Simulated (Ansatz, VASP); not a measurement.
# MoS2: VASP beside Ansatz

Aim: how closely do two programs agree when they are given the same cell, functional and k mesh? The cell is taken from a series of runs on this material, whose earlier steps may have relaxed, scaled, displaced or heated it; both programs get it as it stands.

Main program and level: Ansatz 0.2.0; plane waves, with VASP 6.6.1 beside it; single point at PBE.

### 1. The starting structure

Symmetry: P6_3/mmc, No. 194, hexagonal system. Conventional cell: a = 3.169 Å, b = 3.169 Å, c = 12.324 Å, α = 90.00°, β = 90.00°, γ = 120.00°. Mo has 6 S at 2.41 Å nearest. Nearest to S lie 3 Mo at 2.41 Å. Farther neighbours and most contacts between anions are not listed.

### 2. Ansatz: single point, PBE

Ansatz runs on its default PAW (the set named soft_2) files.

A single point gives forces, pressure and levels at one fixed geometry, so differences don't come from the geometry; what else differs is listed under the comparison.

input.yaml

```yaml
crystal:
  lattice:
    - [3.169, 0.0, 0.0]
    - [-1.5845, 2.7444345046, 0.0]
    - [0.0, 0.0, 12.324]
  atoms:
    - { symbol: Mo, position: [0.6666666667, 0.3333333333, 0.75] }
    - { symbol: Mo, position: [0.3333333333, 0.6666666667, 0.25] }
    - { symbol: S, position: [0.6666666667, 0.3333333333, 0.376705688] }
    - { symbol: S, position: [0.3333333333, 0.6666666667, 0.876705688] }
    - { symbol: S, position: [0.6666666667, 0.3333333333, 0.123294312] }
    - { symbol: S, position: [0.3333333333, 0.6666666667, 0.623294312] }
hamiltonian:
  xc: pbe
  pseudopotentials: { kind: paw }
kpoints:
  mp_grid: { grid: [6, 6, 1] }
  band_path:
    path:
      - [0.0, 0.0, 0.0]
      - [0.13636, 0.0, 0.0]
      - [0.31818, 0.0, 0.0]
      - [0.5, 0.0, 0.0]
      - [0.4697, 0.06061, 0.0]
      - [0.40909, 0.18182, 0.0]
      - [0.34848, 0.30303, 0.0]
      - [0.30303, 0.30303, 0.0]
      - [0.18182, 0.18182, 0.0]
      - [0.06061, 0.06061, 0.0]
      - [0.0, 0.0, 0.0]
      - [0.0, 0.0, 0.18182]
      - [0.0, 0.0, 0.36364]
      - [0.0, 0.0, 0.5]
      - [0.13636, 0.0, 0.5]
      - [0.31818, 0.0, 0.5]
      - [0.5, 0.0, 0.5]
      - [0.4697, 0.06061, 0.5]
      - [0.40909, 0.18182, 0.5]
      - [0.34848, 0.30303, 0.5]
      - [0.30303, 0.30303, 0.5]
      - [0.18182, 0.18182, 0.5]
      - [0.06061, 0.06061, 0.5]
      - [0.5, 0.0, 0.5]
      - [0.5, 0.0, 0.31818]
      - [0.5, 0.0, 0.13636]
      - [0.5, 0.0, 0.0]
      - [0.33333, 0.33333, 0.13636]
      - [0.33333, 0.33333, 0.31818]
      - [0.33333, 0.33333, 0.5]
    npoints: 1
scf:
  occupations: { method: gaussian, width: 0.01 }
  n_extra_bands: 9
output:
  forces: true
  stress: true
  eigenvalues: true
```

Run with:

```sh
$ ansatz run input.yaml --threads 4 --pin off --max-ram 9216MiB --backend cpu --events-out ev --progress --plain --runs-dir out
```

Numbers of over 12 decimals in the logs are rounded to 6 here.

Output:

```text
scf.n_extra_bands = 9 over 26 filled bands (N_el = 52.0): the run solves 35 bands
Engine: ansatz 0.2.0, aarch64-unknown-linux-gnu
Pseudopotentials: kind: paw
Pseudopotential: Mo, paw, valence charge 14, recommended cutoff 420 eV (normal), Mo.paw.azcp
Pseudopotential: S, paw, valence charge 6, recommended cutoff 420 eV (normal), S.paw.azcp
Functional definition: PBE
  parameter kappa = 0.804
  parameter beta = 0.066725
  exchange = pbe_x(kappa = kappa, mu = beta*pi^2/3)
  correlation = pbe_c(beta = beta)
Crystal: 6 atoms, lattice volume = 107.183 Å³
Basis set: ecut = 420 eV, 2081 PW (Γ), exchange–correlation on 48×48×180 points (8 copies of the dense FFT grid, shifted against one another)
Bands: 35, of which v1, the nominal top of the filled ones, is band 26 counted from 1 (25 counted from 0)
Symmetry: 24 space group operations
Space group: P63/mmc (ITA 194), of the structure as read, at distance tolerance 4.8e-5 Å
k-points: 7 of 36
Non-local potential: Mo, projectors of the file, l = 0: 3, l = 1: 2, l = 2: 2, l = 3: 1
Non-local potential: S, projectors of the file, l = 0: 2, l = 1: 2, l = 2: 2
PAW form: soft (Blöchl's): semilocal exchange-correlation on the pseudo side does not see the compensation charge
PAW one-centre angular grid: Mo, 590 points (default); XC on 64 Gauss nodes
PAW one-centre angular grid: S, 110 points (default); XC on 64 Gauss nodes
Initial density: superposition of atomic densities (neutral atoms: chi_scale 0, normalization atom), corrected by the library's trained network
Initial wavefunctions: pseudopotential atomic-orbital guess
Functional: x = pbe(κ = 0.804, μ = 0.219515), c = pbe(β = 0.066725)
SCF iter   1: F=—  HF=-13525.498764 eV  |F-HF|=—  |Δ(HF+E_count)|=         —  Δρ=5.45e-3  dr2=7.58e-3  ethr=1.77e-3  ⟨swp⟩=6.3  Hψ=1058  notcnv=0  defer=1
preconditioner: auto → Resta (q_TF=auto, 2.418 Å⁻¹)  ε∞=7.3  [insulator: Δε(μ)=0.891 eV  Ē_g=8.593 eV  σ=0.010 eV  W_gap=1.00  n_scr=26 (ndim 8)  ℏωp=21.5 eV  f_vac=0.016  D(μ)=0.00/eV (n_scr^D=0)  ε∞_Penn≈7.3]
SCF iter   2: F=—  HF=-13525.507481 eV  |F-HF|=—  |Δ(HF+E_count)|=   8.72e-3  Δρ=3.11e-3  dr2=2.38e-3  ethr=1.46e-5  ⟨swp⟩=2.1  Hψ=485  notcnv=0  defer=7
SCF iter   3: F=—  HF=-13525.512342 eV  |F-HF|=—  |Δ(HF+E_count)|=   4.86e-3  Δρ=9.00e-4  dr2=1.87e-3  ethr=4.57e-6  ⟨swp⟩=2.0  Hψ=400  notcnv=0  defer=7
SCF iter   4: F=—  HF=-13525.512166 eV  |F-HF|=—  |Δ(HF+E_count)|=   1.76e-4  Δρ=1.27e-4  dr2=1.69e-5  ethr=3.60e-6  ⟨swp⟩=2.0  Hψ=299  notcnv=0  defer=7
SCF iter   5: F=—  HF=-13525.512299 eV  |F-HF|=—  |Δ(HF+E_count)|=   1.33e-4  Δρ=5.39e-5  dr2=2.24e-6  ethr=3.26e-8  ⟨swp⟩=2.0  Hψ=327  notcnv=0  defer=7
SCF iter   6: F=—  HF=-13525.512302 eV  |F-HF|=—  |Δ(HF+E_count)|=   3.37e-6  Δρ=1.22e-5  dr2=4.30e-7  ethr=4.31e-9  ⟨swp⟩=2.0  Hψ=354  notcnv=0  defer=7
SCF iter   7: F=-13525.512302 eV  HF=-13525.512302 eV  |F-HF|=4.53e-9  |Δ(HF+E_count)|=   1.14e-7  Δρ=3.20e-6  dr2=2.61e-8  ethr=1.92e-10  ⟨swp⟩=9.3  Hψ=913  notcnv=0
SCF 1 converged in 7 iterations: F = -13525.512302 eV  dr2 = 2.61e-8
  greatest PAW one-centre occupation: 0.998 electrons in one spin orbital (limit 2), on the Mo atom at site 1 (counted from 0), in its partial waves of l = 0
NSCF: frozen V_eff on 30 k-points
SCF converged after 7 iterations
Free energy (F): -13525.512302 eV
Harris-Foulkes:  -13525.512302 eV  (|F-HF|=4.53e-9)
Internal energy: -13525.512302 eV  (E = F + TS)
E sigma→0 (E₀):  -13525.512302 eV
Fermi energy:    11.352149 eV
--- Per-component energies (eV) ---
  E_band       = -312.584176
  E_kinetic    = 1312.655812
  E_local      = -3933.935113  (includes V_loc(G=0)·N_el)
  E_nonlocal   = 398.389394
  E_hartree    = 1513.729734
  E_xc         = -757.311369
  E_vxc        = -810.432634  (∫ρ·V_xc dr)
  E_paw        = -8803.087540  (= ΣΔE_a)
  E_vpaw       = -306.712501  (= ΣTr[D̂ρ^β])
  E_aug_tail   = 0.000082  (compensation charges beyond the density's cutoff)
  E_ewald      = -3255.953303
  E_smearing   = -0.000000  (= −TS)
  E_closure    = 0.000000  (closes the sum)
  Σ components = -13525.512302   (vs F -13525.512302, Δ=0.00e0)
--- Forces (eV/Å), atoms counted from 1 ---
  atom   1  Mo     0.00000000     0.00000000     0.00000000
  atom   2  Mo    -0.00000000    -0.00000000     0.00000000
  atom   3  S      0.00000000    -0.00000000    -0.01277565
  atom   4  S      0.00000000     0.00000000    -0.01277565
  atom   5  S      0.00000000    -0.00000000     0.01277565
  atom   6  S     -0.00000000     0.00000000     0.01277565
  max |Σ_I F_I| component: 2.31e-17 eV/Å
--- Stress (GPa, compression-positive) ---
        2.073991       0.000000       0.000000
        0.000000       2.073991       0.000000
        0.000000       0.000000       3.267132
  P = ⅓ Tr σ = 2.4717 GPa (24.717 kbar)
--- Band table (eV; the first three rows and the last of 7) ---
  k-point 0: bands = [... 22 lower, 8.7524, 9.7157, 9.7631, 10.9082, 12.9990, 12.9990, 13.0262, 13.0262, ... 5 higher]
  k-point 1: bands = [... 22 lower, 8.8414, 9.7190, 9.7399, 10.1339, 12.3979, 12.7610, 12.7641, 12.9667, ... 5 higher]
  k-point 2: bands = [... 22 lower, 8.8651, 8.9269, 9.1013, 9.3552, 12.2971, 12.3896, 12.5440, 13.0065, ... 5 higher]
  k-point 6: bands = [... 22 lower, 8.2075, 8.2075, 10.1272, 10.2868, 11.9345, 11.9345, 12.7586, 13.7424, ... 5 higher]
```

Reading the cycles: dr2 is the Hartree energy of the density residual (eV), the measure of convergence; HF is the Harris–Foulkes estimate of the energy, which meets the free energy F at convergence.

### 3. VASP: single point, PBE

The same cell, functional, mesh and smearing now go to VASP, with its own data sets and cutoff.

Lines of VASP's logs that name or quote its potential files are left out, and so is its time.

INCAR

```
SYSTEM = MoS2
PREC = Accurate
ENCUT = 400
EDIFF = 1E-06
NELM = 100
ISMEAR = 0
SIGMA = 0.01
LREAL = .FALSE.
ALGO = Normal
GGA = PE
NBANDS = 32
LASPH = .TRUE.
LORBIT = 11
LWAVE = .FALSE.
LCHARG = .FALSE.
KPAR = 2
ISIF = 2
```

POSCAR

```
MoS2
1.0
    3.1690000000      0.0000000000      0.0000000000
   -1.5845000000      2.7444345046      0.0000000000
    0.0000000000      0.0000000000     12.3240000000
Mo S
2 4
Direct
    0.6666666667      0.3333333333      0.7500000000
    0.3333333333      0.6666666667      0.2500000000
    0.6666666667      0.3333333333      0.3767056880
    0.3333333333      0.6666666667      0.8767056880
    0.6666666667      0.3333333333      0.1232943120
    0.3333333333      0.6666666667      0.6232943120
```

KPOINTS

```
Automatic mesh
0
Gamma
6 6 1
0 0 0
```

The projector-augmented-wave data sets are Mo_sv and S (PBE family, release 64).

Run with:

```sh
$ mpirun -np 2 vasp_std
```

Output:

```text
[banner, memory and clock lines left out]
running    2 mpi-ranks, on    1 nodes
 distrk:  each k-point on    1 cores,    2 groups
 distr:  one band on    1 cores,    1 groups

 POSCAR found type information on POSCAR MoS
 POSCAR found :  2 types and       6 ions
 LDA part: xc-table for (Slater+PW92), standard interpolation
 POSCAR, INCAR and KPOINTS ok, starting setup
 FFT: planning ... GRIDC
 FFT: planning ... GRID_SOFT
 FFT: planning ... GRID
 WAVECAR not read
 entering main loop
       N       E                     dE             d eps       ncg     rms          rms(c)
DAV:   1     0.380042463625E+03    0.38004E+03   -0.26194E+04   512   0.126E+03
DAV:   2    -0.254899618091E+02   -0.40553E+03   -0.39455E+03   552   0.351E+02
DAV:   3    -0.461695776844E+02   -0.20680E+02   -0.20521E+02   608   0.702E+01
DAV:   4    -0.465250922110E+02   -0.35551E+00   -0.35499E+00   544   0.946E+00
DAV:   5    -0.465342800816E+02   -0.91879E-02   -0.91832E-02   616   0.142E+00    0.340E+01
DAV:   6    -0.443649361744E+02    0.21693E+01   -0.20321E+01   488   0.246E+01    0.132E+01
DAV:   7    -0.439207529838E+02    0.44418E+00   -0.86241E+00   512   0.156E+01    0.810E+00
DAV:   8    -0.435761344805E+02    0.34462E+00   -0.14220E+00   560   0.671E+00    0.290E+00
DAV:   9    -0.435872620523E+02   -0.11128E-01   -0.11717E-01   592   0.170E+00    0.128E+00
DAV:  10    -0.435787831393E+02    0.84789E-02   -0.51500E-02   536   0.133E+00    0.359E-01
DAV:  11    -0.435789112522E+02   -0.12811E-03   -0.18287E-03   544   0.242E-01    0.217E-01
DAV:  12    -0.435788103000E+02    0.10095E-03   -0.61223E-04   560   0.131E-01    0.757E-02
DAV:  13    -0.435788192021E+02   -0.89021E-05   -0.11010E-04   568   0.543E-02    0.843E-03
DAV:  14    -0.435788228960E+02   -0.36939E-05   -0.90452E-06   480   0.156E-02    0.116E-02
DAV:  15    -0.435788232836E+02   -0.38757E-06   -0.12805E-06   432   0.597E-03
   1 F= -.43578823E+02 E0= -.43578823E+02  d E =-.219333E-37
```

OUTCAR, selected parts (step 3):

```text
ion  position               nearest neighbor table
   1  0.667  0.333  0.750-   4 2.41   6 2.41   4 2.41   6 2.41   4 2.41   6 2.41
   2  0.333  0.667  0.250-   3 2.41   5 2.41   3 2.41   5 2.41   3 2.41   5 2.41
   3  0.667  0.333  0.377-   2 2.41   2 2.41   2 2.41
   4  0.333  0.667  0.877-   1 2.41   1 2.41   1 2.41
   5  0.667  0.333  0.123-   2 2.41   2 2.41   2 2.41
   6  0.333  0.667  0.623-   1 2.41   1 2.41   1 2.41

  LATTYP: Found a hexagonal cell.
 ALAT       =     3.1690000000
 C/A-ratio  =     3.8889239508

 Subroutine GETGRP returns: Found 24 space group operations
 (whereof 12 operations were pure point group operations)

The static configuration has the point symmetry D_3d.
 The point group associated with its full space group is D_6h.

 Found      7 irreducible k-points:

   k-points           NKPTS =      7   k-points in BZ     NKDIM =      7   number of bands    NBANDS=     32

   dimension x,y,z NGX =    24 NGY =   24 NGZ =   80
   dimension x,y,z NGXF=    48 NGYF=   48 NGZF=  160

   ENCUT  =  400.0 eV  29.40 Ry    5.42 a.u.   5.17  5.17 20.10*2*pi/ulx,y,z

   NELECT =      52.0000    total number of electrons

 k-points in reciprocal lattice and weights: Automatic mesh
   0.00000000  0.00000000  0.00000000       0.028
   0.16666667 -0.00000000  0.00000000       0.167
   0.33333333 -0.00000000  0.00000000       0.167
   0.50000000 -0.00000000  0.00000000       0.083
   0.16666667  0.16666667  0.00000000       0.167
   0.33333333  0.16666667  0.00000000       0.333
   0.33333333  0.33333333  0.00000000       0.056

 average (electrostatic) potential at core
       1 -74.7518       2 -74.7518       3 -84.4648       4 -84.4648       5 -84.4648
       6 -84.4648

 E-fermi :   7.5847

 k-point     1 :       0.0000    0.0000    0.0000
  band No.  band energies     occupation
    ...
     22       5.3549      2.00000
     23       5.3549      2.00000
     24       6.3042      2.00000
     25       6.3616      2.00000
     26       7.4965      2.00000
     27       9.5994      0.00000
     28       9.5994      0.00000
     29       9.6270      0.00000
     30       9.6270      0.00000
     31       9.7735      0.00000
    ...

 k-point     2 :       0.1667   -0.0000    0.0000
  band No.  band energies     occupation
    ...
     22       4.8050      2.00000
     23       5.4381      2.00000
     24       6.3165      2.00000
     25       6.3233      2.00000
     26       6.7243      2.00000
     27       8.9991      0.00000
     28       9.3608      0.00000
     29       9.3704      0.00000
     30       9.5679      0.00000
     31       9.5788      0.00000
    ...

 k-point     3 :       0.3333   -0.0000    0.0000
  band No.  band energies     occupation
    ...
     22       5.4127      2.00000
     23       5.4471      2.00000
     24       5.5287      2.00000
     25       5.6988      2.00000
     26       5.9531      2.00000
     27       8.9012      0.00000
     28       8.9925      0.00000
     29       9.1470      0.00000
     30       9.6092      0.00000
     31       9.9769      0.00000
    ...

  Total        1.1250334      1.1250334      1.8803644      0.0000000      0.0000000     -0.0000000
  in kB       16.8170264     16.8170264     28.1077317      0.0000000      0.0000000     -0.0000000
  external PRESSURE =      20.5805948 kB  Pullay stress =       0.0000000 kB

  energy-cutoff  :      400.00
  volume of cell :      107.18
      direct lattice vectors                 reciprocal lattice vectors
     3.169000000  0.000000000  0.000000000     0.315556958  0.182186895  0.000000000
    -1.584500000  2.744434505  0.000000000     0.000000000  0.364373789  0.000000000
     0.000000000  0.000000000 12.324000000     0.000000000  0.000000000  0.081142486

 POSITION                                       TOTAL-FORCE (eV/Angst)
 -----------------------------------------------------------------------------------
      1.58450      0.91481      9.24300         0.000000      0.000000     -0.000000
     -0.00000      1.82962      3.08100        -0.000000     -0.000000     -0.000000
      1.58450      0.91481      4.64252         0.000000     -0.000000     -0.022624
     -0.00000      1.82962     10.80452        -0.000000     -0.000000     -0.022624
      1.58450      0.91481      1.51948         0.000000      0.000000      0.022624
     -0.00000      1.82962      7.68148        -0.000000      0.000000      0.022624
 -----------------------------------------------------------------------------------
    total drift:                               -0.000000      0.000000     -0.000000

  FREE ENERGIE OF THE ION-ELECTRON SYSTEM (eV)
  ---------------------------------------------------
  free  energy   TOTEN  =       -43.5788232836 eV

  energy  without entropy=      -43.5788232836  energy(sigma->0) =      -43.57882328

 total charge
# of ion       s       p       d       tot
------------------------------------------
    1        2.291   6.222   3.948  12.460
    2        2.291   6.222   3.948  12.460
    3        1.365   2.340   0.000   3.705
    4        1.365   2.340   0.000   3.705
    5        1.365   2.340   0.000   3.705
    6        1.365   2.340   0.000   3.705
--------------------------------------------------
tot         10.040  21.805   7.895  39.740

[... 3 further parts left out ...]
```

This run has no spin polarisation, so a moment on Mo, if there is one, isn't seen.

### 4. Differences

Known differences besides the potentials themselves: the cutoff is 420 eV in Ansatz and 400 eV in VASP. Total energies have different zeros and are not compared.

Compared:

```csv
quantity,Ansatz,VASP,difference
pressure (GPa),2.47,2.06,+0.41
gap on the k mesh (eV),0.888,0.902,-0.014
```

At this near-relaxed geometry the largest component of a force difference is 10 meV/Å. A gap on the mesh is an upper bound, since the band edges may lie between its points.

### 5. Further runs

Further runs change the set-up of one program: Ansatz's method, potentials or start, or VASP's data sets, cutoff or form of LDA. The table gives Ansatz less VASP for each quantity, since a change that brings one quantity closer may part another.

```csv
run,r.m.s. force difference (meV/Å),pressure (GPa),gap on the k mesh (eV)
as above,4.6,0.41,-0.014
VASP with the data sets Mo_sv and S_h and a cutoff of 650 eV,2.4,-0.056,-0.0095
```

### 6. Summary of results

| Property | Result |
| --- | --- |
| difference in gap on the k mesh (single point, PBE) | -0.014 eV |

In words: The difference in gap on the k mesh is -0.014 eV (single point, PBE), within the 0.08 eV picked in this series as the mark of a large difference. Single point, PBE, VASP with the data sets Mo_sv and S_h and a cutoff of 650 eV: r.m.s. force difference goes from 4.6 to 2.4 meV/Å; the difference in pressure goes from 0.41 to -0.056 GPa; the difference in gap on the k mesh goes from -0.014 to -0.0095 eV. Such differences can come from data sets, numerical settings and the points named under the comparisons, not from the functional's error against experiment.

[Lines on the potential files, build, host, timing and source positions are cut from VASP's logs without a mark.]

[Logs are printed without paths, hosts, clocks, repeated set-up lines and the standing remarks that a program may print on its own settings, such as how far it seeks lower states.]

[Hosts, paths, dates, database ids (printed as entryN), source tags and the programs' standing remarks are cut or masked in the printed files.]
